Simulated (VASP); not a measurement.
Method: PBE GGA, VASP's PBE PAW potentials (set 64) (plane waves; VASP).

Input for VASP

**INCAR**
```
SYSTEM = Tl
PREC = Accurate
ENCUT = 300
EDIFF = 1E-6
NELM = 100
ALGO = Normal
LREAL = .FALSE.
LASPH = .TRUE.
ISMEAR = -1
SIGMA = 0.1
GGA = PE
LMAXMIX = 4
LWAVE = .FALSE.
LCHARG = .FALSE.
ISIF = 2
```

**POSCAR**
```
Tl
3.4075210
  1.0000000000   0.0000000000   0.0000000000
 -0.4999998533   0.8660254772   0.0000000000
  0.0000000000   0.0000000000   3.2108168959
Tl
4
Cartesian
  0.0000000000   0.0000000000   0.0000000000
  0.0000000000   0.0000000000   1.6054084480
 -0.0000004022   0.5773506068   0.8027042240
  0.5000005489   0.2886748704   2.4081126719
```

### KPOINTS
```
Automatic mesh
0
Gamma
11 11 3
0 0 0
```

POTCAR, in this order: Tl_d (PBE.64 set). Program: vasp_std.

At this cut-off the stress carries a Pulay error, which pulls relaxed volumes low. Unless said otherwise, spin-orbit coupling is left out, though it shifts the bands of the heavy elements here.

**Question.** Estimate the energy per atom (σ→0), pressure, band gap (on the k-mesh).

**Answer.** 
The energy per atom (σ→0) comes out as -2.172 eV/atom and the band gap (on the k-mesh) is none (metal, semimetal or under 0.01 eV). The pressure comes out as 4.23 GPa.

### OSZICAR
```
...
DAV:   5    -0.883137042871E+01   -0.41710E-03   -0.41709E-03  2341   0.340E-01    0.521E+00
DAV:   6    -0.873768077369E+01    0.93690E-01   -0.18012E-01  2103   0.279E+00    0.357E+00
DAV:   7    -0.872160900733E+01    0.16072E-01   -0.12515E-01  2061   0.230E+00    0.657E-01
DAV:   8    -0.871786858057E+01    0.37404E-02   -0.20027E-02  2040   0.894E-01    0.494E-02
DAV:   9    -0.871788836613E+01   -0.19786E-04   -0.11588E-04  2348   0.674E-02    0.210E-02
DAV:  10    -0.871789961665E+01   -0.11251E-04   -0.33048E-05  2103   0.415E-02    0.141E-02
DAV:  11    -0.871789979285E+01   -0.17620E-06   -0.58692E-06  2145   0.163E-02
   1 F= -.87178998E+01 E0= -.86867255E+01  d E =-.623487E-01
```

The structure comes from a computed database's Tl entry; how it stands against other phases isn't given here. The cell was not relaxed at this level, and its volume differs by -5.9 % from the start's.
